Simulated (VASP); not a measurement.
The input files of a VASP run:

File POSCAR:
```
CdS
1
    2.1236352513    -3.6782439670     0.0000000000
    2.1236352513     3.6782439670     0.0000000000
    0.0000000000     0.0000000000     6.8976676745
Cd S
2 2
Direct
  0.6666670000   0.3333330000   0.4999970742
  0.3333330000   0.6666670000   0.9999970742
  0.6666670000   0.3333330000   0.8770029258
  0.3333330000   0.6666670000   0.3770029258
```

**KPOINTS**
```
Automatic mesh
0
Gamma
  7 7 4
```

**INCAR**
```
ENCUT = 520
LWAVE = F
EDIFF = 1E-7
ISIF = 2   # forces and stress, cell fixed
LASPH = T   # aspherical one-centre terms
LMAXMIX = 4   # l cut-off of mixed one-centre charges
GGA = RE
NELM = 100
SYSTEM = CdS
LEFG = T
PREC = Accurate
ALGO = Normal   # blocked Davidson
LORBIT = 11   # lm-projected
LREAL = F
NEDOS = 601
LCHARG = T
ISMEAR = -5   # tetrahedra, Bloechl
```

POTCAR, in this order: Cd S (PBE.64 set). Program: vasp_std.

Question: Translate this revPBE calculation to Ansatz.

Answer: One equivalent input (not run):
Ansatz 0.2 input:
```yaml
crystal:
  lattice:
    - [2.1236353, -3.6782440, 0.0000000]
    - [2.1236353, 3.6782440, 0.0000000]
    - [0.0000000, 0.0000000, 6.8976677]
  atoms:
    - { symbol: Cd, position: [0.6666670, 0.3333330, 0.4999971] }
    - { symbol: Cd, position: [0.3333330, 0.6666670, 0.9999971] }
    - { symbol: S, position: [0.6666670, 0.3333330, 0.8770029] }
    - { symbol: S, position: [0.3333330, 0.6666670, 0.3770029] }
kpoints:
  mp_grid: { grid: [7, 7, 4] }
hamiltonian:
  xc: revpbe
  pseudopotentials: { kind: paw }
scf:
  occupations: { method: tetrahedron }
  max_iter: 100
output: { forces: true, stress: true, eigenvalues: true }
```
What does not carry over: each code has its own PAW files, so the cut-off isn't converted (ENCUT is set for VASP's; basis.ecutwfc is left out, and Ansatz then takes the one that its files recommend); Ansatz stops its SCF on the density residual and VASP on the energy change (EDIFF); the field gradients of LEFG aren't asked of the other code.

The compound is CdS in the wurtzite structure. It was relaxed first, which changed the volume by +8 %.
